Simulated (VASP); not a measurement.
The input files of a VASP run:

**KPOINTS**
```
Automatic mesh
0
G
  10 10 8
```

**POSCAR**
```
MgB2
1.0
  1.5377647260  -2.7433907293   0.0000000000
  1.5377647260   2.7433907293   0.0000000000
  0.0000000000   0.0000000000   3.5853565713
Mg B
1 2
Cart
  0.0000000000   0.0000000000   3.5853565713
  1.5377647260   0.9144654054   1.7926782857
  1.5377647260  -0.9144654054   1.7926782857
```

**INCAR**
```
# general
SYSTEM =MgB2
PREC   =Accurate
ENCUT  =600
LREAL  =F
LASPH  =T

# electronic loop
EDIFF  =1E-7
NELM   =100
ALGO   =Normal
LMIXTAU=T

# smearing
ISMEAR =1
SIGMA  =0.1

# functional
METAGGA=R2SCAN

# ions
IBRION =2
NSW    =30
ISIF   =2
EDIFFG =-0.01

# output
LWAVE  =F
LCHARG =F
```

POTCAR, in this order: Mg B (PBE.64 set). Program: vasp_std.

Task: Write an equivalent input for Ansatz.

Result: One equivalent input (not run):
Ansatz 0.2 input:
```yaml
crystal:
  lattice:
    - [1.5377647, -2.7433907, 0.0000000]
    - [1.5377647, 2.7433907, 0.0000000]
    - [0.0000000, 0.0000000, 3.5853566]
  atoms:
    - { symbol: Mg, position: [0.0000000, 0.0000000, 1.0000000] }
    - { symbol: B, position: [0.3333330, 0.6666670, 0.5000000] }
    - { symbol: B, position: [0.6666670, 0.3333330, 0.5000000] }
kpoints:
  mp_grid: { grid: [10, 10, 8] }
hamiltonian:
  xc: r2scan
  pseudopotentials: { kind: paw }
scf:
  occupations: { method: methfessel_paxton, width: 0.1 }
  max_iter: 100
relax:
  max_steps: 30
  f_tol: 0.01
output: { forces: true, stress: true, eigenvalues: true }
```
Limits of the translation: each code has its own PAW files, so the cut-off isn't converted (ENCUT is set for VASP's; basis.ecutwfc is left out, and Ansatz then takes the one that its files recommend); Ansatz stops its SCF on the density residual and VASP on the energy change (EDIFF).

The compound is MgB2 in the AlB2 type structure. This cell was strained or had an atom moved on purpose. Symmetry was kept, so distortions that lower it aren't found.
